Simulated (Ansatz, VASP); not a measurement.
## Cross-check of TiTe2 between VASP and Ansatz

One calculation is typed for both programs; each brings its own data sets. How far apart do they land? The structure shown is the start of the Ansatz relaxation below; VASP solves that cell, so the two are compared at the walk's first step.

Calculated with Ansatz 0.2.0; plane waves, with VASP 6.6.1 beside it; single point at PBE.

## (1) Set-up

The cell holds 3 atoms: 1 Ti and 2 Te. Its edges and angles: a = 3.635 Å, b = 3.635 Å, c = 31.000 Å, α = 90.0°, β = 90.0°, γ = 120.0°. Vacuum lies along c.

## (2) Ansatz: relaxation, PBE

Ansatz runs on its PAW soft_1 files.

The two programs are compared at the cell with which this relaxation starts, whose forces are those of its first step.

input.yaml

```yaml
crystal:
  lattice:
    - [3.6354325286, 0.0, 0.0]
    - [-1.8177162643, 3.1483769235, 0.0]
    - [0.0, 0.0, 31.0]
  atoms:
    - { symbol: Ti, position: [0.3333333333, 0.6666666667, 0.3225806452] }
    - { symbol: Te, position: [0.6666666667, 0.3333333333, 0.3809431971] }
    - { symbol: Te, position: [0.6666666667, 0.3333333333, 0.2642180933] }
  periodic: [true, true, false]
kpoints:
  mp_grid: { grid: [12, 12, 1] }
hamiltonian:
  xc: pbe
  pseudopotentials: { kind: paw, azcp: { folder: soft_1 } }
scf:
  occupations: { method: gaussian, width: 0.01 }
output:
  forces: true
  stress: true
  eigenvalues: true
relax:
  adjacent_minimum: "off"
  f_tol: 0.001
  max_steps: 60
```

On the command line:

```sh
$ ansatz run input.yaml --threads 4 --pin off --max-ram 16384MiB --backend cpu --events-out ev --progress --plain --runs-dir out
```

Numbers of over 12 decimals in the logs are rounded to 6 here.

The program printed:

```text
Warning: output.stress: scf.convergence.dr2_threshold = 1e-9 eV (the default of a walk held to its f_tol) is looser than the 3e-10 eV advised for a printed stress (1e-10 eV for each atom of the cell: 3). What an SCF threshold leaves in a stress goes as its square root, and in the free energy as the threshold itself, and one threshold admits the most on a small cell: [figures from the program's tests cut] Every solve  [...]
Engine: ansatz 0.2.0, aarch64-unknown-linux-gnu
Pseudopotentials: kind: paw
Pseudopotential: Ti, paw, valence charge 12, recommended cutoff 420 eV (normal), soft_1/Ti.paw.azcp
Pseudopotential: Te, paw, valence charge 16, recommended cutoff 420 eV (normal), soft_1/Te.paw.azcp
Functional definition: PBE
  parameter kappa = 0.804
  parameter beta = 0.066725
  exchange = pbe_x(kappa = kappa, mu = beta*pi^2/3)
  correlation = pbe_c(beta = beta)
Crystal: 3 atoms, lattice volume = 354.817 Å³
Basis set: ecut = 420 eV, 6823 PW (Γ), exchange–correlation on 50×50×432 points (8 copies of the dense FFT grid, shifted against one another)
Bands: 27, of which v1, the nominal top of the filled ones, is band 22 counted from 1 (21 counted from 0)
Symmetry: 12 space group operations
Space group: P-6m2 (ITA 187), of the structure as read, at distance tolerance 7.1e-5 Å
k-points: 19 of 144 (time reversal used)
Non-local potential: Ti, projectors of the file, l = 0: 3, l = 1: 2, l = 2: 3, l = 3: 1
Non-local potential: Te, projectors of the file, l = 0: 2, l = 1: 2, l = 2: 2, l = 3: 1
PAW form: soft (Blöchl's): semilocal exchange-correlation on the pseudo side does not see the compensation charge
PAW one-centre angular grid: Ti, 590 points (default); XC on 64 Gauss nodes
PAW one-centre angular grid: Te, 590 points (default); XC on 64 Gauss nodes
Initial density: superposition of atomic densities (neutral atoms: chi_scale 0, normalization atom)
Initial wavefunctions: pseudopotential atomic-orbital guess
Functional: x = pbe(κ = 0.804, μ = 0.219515), c = pbe(β = 0.066725)
SCF iter   1: F=—  HF=-16461.842553 eV  |F-HF|=—  |Δ(HF+E_count)|=         —  Δρ=1.40e-2  dr2=2.05e0  ethr=3.10e-3  ⟨swp⟩=17.3  Hψ=3934  notcnv=0
preconditioner: auto → LDOS  [metal: Δε(μ)=0.006 eV  Ē_g=6.288 eV  σ=0.010 eV  W_gap=0.29  n_scr=18 (ndim 8)  ℏωp=7.9 eV  f_vac=0.742  D(μ)=9.08/eV (n_scr^D=62)  β→1.0]
SCF iter   2: F=—  HF=-16461.545743 eV  |F-HF|=—  |Δ(HF+E_count)|=   2.97e-1  Δρ=7.69e-3  dr2=2.89e-1  ethr=3.10e-3  ⟨swp⟩=4.8  Hψ=1409  notcnv=0  defer=18
SCF iter   3: F=—  HF=-16461.504909 eV  |F-HF|=—  |Δ(HF+E_count)|=   4.08e-2  Δρ=4.01e-3  dr2=6.67e-2  ethr=6.57e-4  ⟨swp⟩=3.5  Hψ=1206  notcnv=0  defer=18
SCF iter   4: F=—  HF=-16461.490184 eV  |F-HF|=—  |Δ(HF+E_count)|=   1.47e-2  Δρ=1.01e-3  dr2=2.44e-3  ethr=1.52e-4  ⟨swp⟩=4.2  Hψ=1236  notcnv=0  defer=18
SCF iter   5: F=—  HF=-16461.492421 eV  |F-HF|=—  |Δ(HF+E_count)|=   2.24e-3  Δρ=5.60e-4  dr2=2.13e-3  ethr=5.56e-6  ⟨swp⟩=3.8  Hψ=1311  notcnv=0  defer=18
SCF iter   6: F=—  HF=-16461.492518 eV  |F-HF|=—  |Δ(HF+E_count)|=   9.69e-5  Δρ=1.51e-4  dr2=1.26e-4  ethr=4.85e-6  ⟨swp⟩=2.6  Hψ=737  notcnv=0  defer=18
SCF iter   7: F=—  HF=-16461.492591 eV  |F-HF|=—  |Δ(HF+E_count)|=   7.24e-5  Δρ=3.73e-5  dr2=1.21e-5  ethr=2.86e-7  ⟨swp⟩=2.8  Hψ=740  notcnv=0  defer=18
SCF iter   8: F=—  HF=-16461.492656 eV  |F-HF|=—  |Δ(HF+E_count)|=   6.50e-5  Δρ=1.00e-5  dr2=6.24e-7  ethr=2.75e-8  ⟨swp⟩=2.6  Hψ=858  notcnv=0  defer=18
iter 9 did not close the SCF: its close was put off until two iterations running show no level that it waits for move by more than its bar (scf_convergence_deferred on its scf_iter line)
SCF iter   9: F=-16461.492656 eV  HF=-16461.492656 eV  |F-HF|=2.74e-8  |Δ(HF+E_count)|=   1.11e-7  Δρ=1.27e-6  dr2=5.15e-9  ethr=2.27e-10  ⟨swp⟩=17.5  Hψ=3058  notcnv=0
iter 10 did not close the SCF: its close was put off until two iterations running show no level that it waits for move by more than its bar (scf_convergence_deferred on its scf_iter line)
SCF iter  10: F=-16461.492656 eV  HF=-16461.492656 eV  |F-HF|=2.16e-9  |Δ(HF+E_count)|=   2.67e-8  Δρ=3.43e-7  dr2=2.87e-10  ethr=1.17e-11  ⟨swp⟩=2.3  Hψ=1655  notcnv=0
SCF iter  11: F=-16461.492656 eV  HF=-16461.492656 eV  |F-HF|=7.09e-10  |Δ(HF+E_count)|=   1.59e-9  Δρ=1.53e-7  dr2=1.32e-10  ethr=1.00e-12  ⟨swp⟩=2.4  Hψ=1703  notcnv=0
SCF 1 converged in 11 iterations: F = -16461.492656 eV  dr2 = 1.32e-10
  greatest PAW one-centre occupation: 0.999 electrons in one spin orbital (limit 2), on the Ti atom at site 0 (counted from 0), in its partial waves of l = 0
relax step   1: F+E_penalty+E_count = -16461.49265566 eV  Δ(F+E_penalty+E_count) = +0.000e0 eV  max|allowed force component| = 1.298e-1 eV/Å  Δτ_max = 0.0000 Å  (11 SCF iters, dr2 threshold 1.00e-7 eV, accepted)
[...]
relax step   2: F+E_penalty+E_count = -16461.48902470 eV  Δ(F+E_penalty+E_count) = +3.631e-3 eV  max|allowed force component| = 2.028e-1 eV/Å  Δτ_max = 0.0360 Å  (7 SCF iters, dr2 threshold 1.05e-6 eV, rejected (line search))
[...]
relax step   3: F+E_penalty+E_count = -16461.49421966 eV  Δ(F+E_penalty+E_count) = -1.564e-3 eV  max|allowed force component| = 1.888e-2 eV/Å  Δτ_max = 0.0142 Å  (6 SCF iters, dr2 threshold 1.00e-7 eV, accepted)
[...]
relax step   4: F+E_penalty+E_count = -16461.49425412 eV  Δ(F+E_penalty+E_count) = -3.446e-5 eV  max|allowed force component| = 3.647e-4 eV/Å  Δτ_max = 0.0018 Å  (5 SCF iters, dr2 threshold 2.23e-8 eV, accepted)
[...]
relax step   5: F+E_penalty+E_count = -16461.49425413 eV  Δ(F+E_penalty+E_count) = -1.024e-8 eV  max|allowed force component| = 3.142e-4 eV/Å  Δτ_max = 0.0000 Å  (4 SCF iters, accepted)
SCF converged after 4 iterations
Free energy (F): -16461.494254 eV
Harris-Foulkes:  -16461.494254 eV  (|F-HF|=1.24e-9)
Internal energy: -16461.493996 eV  (E = F + TS)
E sigma→0 (E₀):  -16461.494125 eV
Entropy (-TS):   -0.000258 eV (-0.086 meV/atom)
Fermi energy:    -5.084814 eV
--- Per-component energies (eV) ---
  E_band       = -1327.002338
  E_kinetic    = 625.606882
  E_local      = -93873.246109  (includes V_loc(G=0)·N_el)
  E_nonlocal   = 193.893742
  E_hartree    = 46521.906073
  E_xc         = -360.956754
  E_vxc        = -349.159298  (∫ρ·V_xc dr)
  E_paw        = -10386.012505  (= ΣΔE_a)
  E_vpaw       = -967.909669  (= ΣTr[D̂ρ^β])
  E_aug_tail   = 0.000102  (compensation charges beyond the density's cutoff)
  E_ewald      = 40817.314574
  E_smearing   = -0.000258  (= −TS)
  E_closure    = 0.000000  (closes the sum)
  Σ components = -16461.494254   (vs F -16461.494254, Δ=0.00e0)
--- Forces (eV/Å), atoms counted from 1 ---
  atom   1  Ti     0.00000000     0.00000000     0.00000000
  atom   2  Te     0.00000000    -0.00000000    -0.00031422
  atom   3  Te    -0.00000000    -0.00000000     0.00031422
  max |Σ_I F_I| component: 5.55e-17 eV/Å
--- 2D stress c σ (N/m, compression-positive) ---
        2.348194       0.000000       0.000000
        0.000000       2.348194       0.000000
        0.000000       0.000000       0.000000
  P = ½ c Tr σ = 2.3482 N/m
--- Band table (eV; the first three rows and the last of 19) ---
  k-point 0: bands = [... 18 lower, -5.7022, -5.7022, -4.9910, -4.9910, -4.4362, -2.1090, -2.1090, -1.9755, ... 1 higher]
  k-point 1: bands = [... 18 lower, -5.9698, -5.6663, -5.1358, -5.1137, -4.4492, -2.4382, -2.3917, -2.1384, ... 1 higher]
  k-point 2: bands = [... 18 lower, -6.6069, -5.6272, -5.5709, -5.4131, -4.5410, -2.9617, -2.8098, -2.5097, ... 1 higher]
  k-point 18: bands = [... 18 lower, -8.5037, -7.7483, -7.5421, -6.0194, -4.2712, -3.4141, -2.8966, -2.6712, ... 1 higher]
--- Relaxed structure (5 steps of the walk, 4 accepted, 0 SCFs on fresh bases) ---
  F+E_penalty+E_count = -16461.49425413 eV   max|allowed force component| = 3.142e-4 eV/Å
  cell:  # Å, volume = 354.8171 Å³
    - [3.635433, 0.0, 0.0]
    - [-1.817716, 3.148377, 0.0]
    - [0.0, 0.0, 31.0]
  atoms:
    - { symbol: Ti, position: [0.333333, 0.666667, 0.3225806452] }
    - { symbol: Te, position: [0.666667, 0.333333, 0.381343] }
    - { symbol: Te, position: [0.666667, 0.333333, 0.263818] }
```

In the SCF lines HF is the Harris–Foulkes energy and dr2 the Hartree energy of the density residual, in eV; the loop may stop once dr2 is under the threshold and the program's other checks hold. Hψ counts applications of the Hamiltonian.

## (3) VASP: single point, PBE, start cell, pair 1

The same cell, functional, mesh and smearing now go to VASP, with its own data sets.

Lines of VASP's logs that name or quote its potential files are left out, and so is its time.

INCAR

```
SYSTEM = TiTe2
PREC = Accurate
ENCUT = 400
EDIFF = 1E-06
NELM = 120
ISMEAR = 0
SIGMA = 0.01
LREAL = .FALSE.
ALGO = Normal
GGA = PE
NBANDS = 18
LASPH = .TRUE.
LORBIT = 11
LWAVE = .FALSE.
LCHARG = .FALSE.
ISIF = 2
LDIPOL = .TRUE.
IDIPOL = 3
DIPOL = 0.5 0.5 0.323
LVHAR = .TRUE.
GGA_COMPAT = .FALSE.
NELMDL = -8
KPAR = 2
```

POSCAR

```
TiTe2
1.0
    3.6354325286      0.0000000000      0.0000000000
   -1.8177162643      3.1483769235      0.0000000000
    0.0000000000      0.0000000000     31.0000000000
Ti Te
1 2
Direct
    0.3333333414      0.6666666829      0.3225806452
    0.6666666747      0.3333333496      0.3809431935
    0.6666666747      0.3333333496      0.2642180968
```

KPOINTS

```
Automatic mesh
0
Gamma
12 12 1
0 0 0
```

The projector-augmented-wave data sets are Ti_sv and Te (PBE family, release 64).

On the command line:

```sh
$ mpirun -np 2 vasp_std
```

The program printed:

```text
[banner, memory and clock lines left out]
running    2 mpi-ranks, on    1 nodes
 distrk:  each k-point on    1 cores,    2 groups
 distr:  one band on    1 cores,    1 groups

 POSCAR found type information on POSCAR TiTe
 POSCAR found :  2 types and       3 ions
 LDA part: xc-table for (Slater+PW92), standard interpolation
 POSCAR, INCAR and KPOINTS ok, starting setup
 FFT: planning ... GRIDC
 FFT: planning ... GRID_SOFT
 FFT: planning ... GRID
 WAVECAR not read
 entering main loop
       N       E                     dE             d eps       ncg     rms          rms(c)
DAV:   1     0.141041595426E+03    0.14104E+03   -0.92311E+03   836   0.800E+02
DAV:   2     0.593997365368E+00   -0.14045E+03   -0.13778E+03   928   0.215E+02
DAV:   3    -0.168494924152E+02   -0.17443E+02   -0.17350E+02  1258   0.681E+01
DAV:   4    -0.178153865902E+02   -0.96589E+00   -0.96123E+00   948   0.153E+01
DAV:   5    -0.179014615515E+02   -0.86075E-01   -0.86034E-01  1060   0.360E+00
DAV:   6    -0.179023283030E+02   -0.86675E-03   -0.86661E-03   928   0.438E-01
DAV:   7    -0.179023486829E+02   -0.20380E-04   -0.20379E-04  1064   0.654E-02
DAV:   8    -0.179023488635E+02   -0.18059E-06   -0.18090E-06   932   0.672E-03    0.123E+01
DAV:   9    -0.181837849827E+02   -0.28144E+00   -0.35072E+01   806   0.383E+01    0.154E+01
DAV:  10    -0.163899768125E+02    0.17938E+01   -0.43734E+01   882   0.373E+01    0.649E+00
DAV:  11    -0.159125591696E+02    0.47742E+00   -0.14924E+00   800   0.879E+00    0.274E+00
DAV:  12    -0.158327208118E+02    0.79838E-01   -0.83417E-01   958   0.598E+00    0.132E+00
DAV:  13    -0.158294689075E+02    0.32519E-02   -0.13269E-01   778   0.306E+00    0.690E-01
DAV:  14    -0.158260159356E+02    0.34530E-02   -0.25745E-02   760   0.129E+00    0.168E-01
[...]
DAV:  20    -0.158261103070E+02   -0.62439E-04   -0.85677E-06   856   0.165E-02    0.180E-02
DAV:  21    -0.158261944949E+02   -0.84188E-04   -0.36683E-06   692   0.893E-03    0.727E-03
DAV:  22    -0.158262300224E+02   -0.35528E-04   -0.39017E-06   732   0.107E-02    0.128E-03
DAV:  23    -0.158262464756E+02   -0.16453E-04   -0.51208E-07   646   0.314E-03    0.312E-03
DAV:  24    -0.158262540559E+02   -0.75803E-05   -0.17293E-07   638   0.145E-03    0.200E-03
DAV:  25    -0.158262561633E+02   -0.21074E-05   -0.53587E-08   494   0.112E-03    0.999E-04
DAV:  26    -0.158262588597E+02   -0.26964E-05   -0.75542E-08   532   0.106E-03    0.559E-04
DAV:  27    -0.158262597847E+02   -0.92501E-06   -0.19956E-08   414   0.598E-04
   1 F= -.15826260E+02 E0= -.15826132E+02  d E =-.255478E-03
```

From OUTCAR (step 3):

```text
ion  position               nearest neighbor table
   1  0.333  0.667  0.323-   2 2.77   2 2.77   2 2.77   3 2.77   3 2.77   3 2.77
   2  0.667  0.333  0.381-   1 2.77   1 2.77   1 2.77   3 3.62
   3  0.667  0.333  0.264-   1 2.77   1 2.77   1 2.77   2 3.62

  LATTYP: Found a hexagonal cell.
 ALAT       =     3.6354325286
 C/A-ratio  =     8.5271834248

 Subroutine GETGRP returns: Found 12 space group operations
 (whereof  6 operations were pure point group operations)

The static configuration has the point symmetry C_3v.
 The point group associated with its full space group is D_3h.

 Found     19 irreducible k-points:

   k-points           NKPTS =     19   k-points in BZ     NKDIM =     19   number of bands    NBANDS=     18

   dimension x,y,z NGX =    24 NGY =   24 NGZ =  210
   dimension x,y,z NGXF=    48 NGYF=   48 NGZF=  420

   ENCUT  =  400.0 eV  29.40 Ry    5.42 a.u.   5.93  5.93 50.55*2*pi/ulx,y,z

   NELECT =      24.0000    total number of electrons

 k-points in reciprocal lattice and weights: Automatic mesh
   0.00000000  0.00000000  0.00000000       0.007
   0.08333333 -0.00000000  0.00000000       0.042
   0.16666667  0.00000000  0.00000000       0.042
   0.25000000 -0.00000000  0.00000000       0.042
   0.33333333  0.00000000  0.00000000       0.042
   0.41666667 -0.00000000  0.00000000       0.042
   0.50000000 -0.00000000  0.00000000       0.021
   0.08333333  0.08333333  0.00000000       0.042
   0.16666667  0.08333333  0.00000000       0.083
[...]
0.33333333  0.25000000  0.00000000       0.083
   0.33333333  0.33333333  0.00000000       0.014

 dipolmoment           0.000000      0.000000      0.000005 electrons x Angstroem

 average (electrostatic) potential at core
       1 -83.5722       2 -96.2428       3 -96.2429

 E-fermi :  -2.4688

 k-point     1 :       0.0000    0.0000    0.0000
  band No.  band energies     occupation
    ...
      6     -13.6605      2.00000
      7      -6.7851      2.00000
      8      -3.8469      2.00000
      9      -3.1242      2.00000
     10      -3.1242      2.00000
     11      -2.3947      0.00000
     12      -2.3947      0.00000
     13      -1.7965      0.00000
     14       0.5246      0.00000
     15       0.5246      0.00000
    ...

 k-point     2 :       0.0833   -0.0000    0.0000
  band No.  band energies     occupation
    ...
      8      -3.8617      2.00000
      9      -3.3909      2.00000
     10      -3.0880      2.00000
     11      -2.5334      2.00000
     12      -2.5177      2.00000
     13      -1.8116      0.00000
     14       0.1962      0.00000
     15       0.2524      0.00000
     16       0.5031      0.00000
     17       0.5829      0.00000
    ...

 k-point     3 :       0.1667    0.0000    0.0000
  band No.  band energies     occupation
    ...
      8      -4.1226      2.00000
      9      -3.9709      2.00000
     10      -3.0009      2.00000
     11      -2.9912      2.00000
     12      -2.8179      2.00000
     13      -1.9101      0.00000
     14      -0.3188      0.00000
     15      -0.1757      0.00000
     16       0.1264      0.00000
     17       0.7059      0.00000
    ...

  Total        1.7555563      1.7555563      0.4572209      0.0000000     -0.0000000      0.0000000
  in kB        7.9272186      7.9272186      2.0645821      0.0000000     -0.0000000      0.0000000
  external PRESSURE =       5.9730064 kB  Pullay stress =       0.0000000 kB

  energy-cutoff  :      400.00
  volume of cell :      354.82
      direct lattice vectors                 reciprocal lattice vectors
     3.635432529  0.000000000  0.000000000     0.275070433  0.158811989  0.000000000
    -1.817716264  3.148376923  0.000000000     0.000000000  0.317623977  0.000000000
     0.000000000  0.000000000 31.000000000     0.000000000  0.000000000  0.032258065

 POSITION                                       TOTAL-FORCE (eV/Angst)
 -----------------------------------------------------------------------------------
     -0.00000      2.09892     10.00000        -0.000000      0.000000     -0.000000
      1.81772      1.04946     11.80924         0.000000     -0.000000      0.147005
      1.81772      1.04946      8.19076         0.000000     -0.000000     -0.147005
 -----------------------------------------------------------------------------------
    total drift:                                0.000001     -0.000121      0.000083

  FREE ENERGIE OF THE ION-ELECTRON SYSTEM (eV)
  ---------------------------------------------------
  free  energy   TOTEN  =       -15.8262597847 eV

  energy  without entropy=      -15.8260043070  energy(sigma->0) =      -15.82613205

 vacuum level on the upper side and lower side of the slab         2.637         2.637

 total charge
# of ion       s       p       d       tot
------------------------------------------
    1        2.163   6.121   1.905  10.189
    2        1.385   2.008   0.038   3.431
    3        1.385   2.008   0.038   3.431
--------------------------------------------------
tot          4.932  10.137   1.981  17.051

[... 3 further parts left out ...]
```

The run ends at a pressure of 0.60 GPa, with forces up to 0.15 eV/Å.

## (4) Side by side

Known differences besides the potentials themselves: Ansatz cuts the interaction across the vacuum, VASP repeats the sheet with a dipole correction; the data sets hold 44 valence electrons in Ansatz (on its PAW soft_1 files) and 24 in VASP; the cutoff is 420 eV in Ansatz and 400 eV in VASP. Total energies have different zeros and are not compared.

Forces (eV/Å; atoms numbered as in POSCAR):

```
atom        Ansatz x, y, z          VASP x, y, z
 Ti1   0.000, 0.000, 0.000   0.000, 0.000, 0.000
 Te2   0.000, 0.000, 0.130   0.000, 0.000, 0.147
 Te3  0.000, 0.000, -0.130  0.000, 0.000, -0.147
```

The forces differ by 8.1 meV/Å r.m.s., which is 11.7 % of the r.m.s. force of 0.069 eV/Å (both taken over all components). With vacuum in the cell, a pressure given here is an average over mostly empty space and none of the material.

## (5) Ansatz: relaxation, PBE

The two programs are compared at the cell with which this relaxation starts, whose forces are those of its first step.

The structure compared here is the start of the Ansatz relaxation; VASP solves that cell, so the two are compared at the walk's first step.

input.yaml, the sections that differ from step 2:

```yaml
crystal:
  lattice:
    - [3.6729112144, 0.0, 0.0]
    - [-1.8364556072, 3.1808344176, 0.0]
    - [0.0, 0.0, 31.0]
  atoms:
    - { symbol: Ti, position: [0.3333333333, 0.6666666667, 0.3225806452] }
    - { symbol: Te, position: [0.6666666667, 0.3333333333, 0.3805489062] }
    - { symbol: Te, position: [0.6666666667, 0.3333333333, 0.2646123841] }
  periodic: [true, true, false]
# kpoints, hamiltonian, scf, output, relax: as in step 2
```

On the command line:

```sh
$ ansatz run input.yaml --threads 4 --pin off --max-ram 16384MiB --backend cpu --events-out ev --progress --plain --runs-dir out
```

The program printed:

```text
[...]
Crystal: 3 atoms, lattice volume = 362.171 Å³
Basis set: ecut = 420 eV, 7039 PW (Γ), exchange–correlation on 50×50×432 points (8 copies of the dense FFT grid, shifted against one another)
Bands: 27, of which v1, the nominal top of the filled ones, is band 22 counted from 1 (21 counted from 0)
Symmetry: 12 space group operations
[...]
--- Relaxed structure (5 steps of the walk, 4 accepted, 0 SCFs on fresh bases) ---
  F+E_penalty+E_count = -16461.52233929 eV   max|allowed force component| = 8.494e-5 eV/Å
  cell:  # Å, volume = 362.1706 Å³
    - [3.672911, 0.0, 0.0]
    - [-1.836456, 3.180834, 0.0]
    - [0.0, 0.0, 31.0]
  atoms:
    - { symbol: Ti, position: [0.333333, 0.666667, 0.322581] }
    - { symbol: Te, position: [0.666667, 0.333333, 0.380943] }
    - { symbol: Te, position: [0.666667, 0.333333, 0.264218] }
[key lines of the parts left out:]
SCF converged after 4 iterations
Free energy (F): -16461.522339 eV
Fermi energy:    -5.105560 eV
P = ½ c Tr σ = 1.5276 N/m
```

(Continued in part 2 of 2.)

[Lines on the potential files, build, host, timing and source positions are cut from VASP's logs without a mark.]

[Logs are printed without paths, hosts, clocks, repeated set-up lines and the standing remarks that a program may print on its own settings, such as how far it seeks lower states.]

[Hosts, paths, dates, database ids (printed as entryN), source tags and the programs' standing remarks are cut or masked in the printed files.]
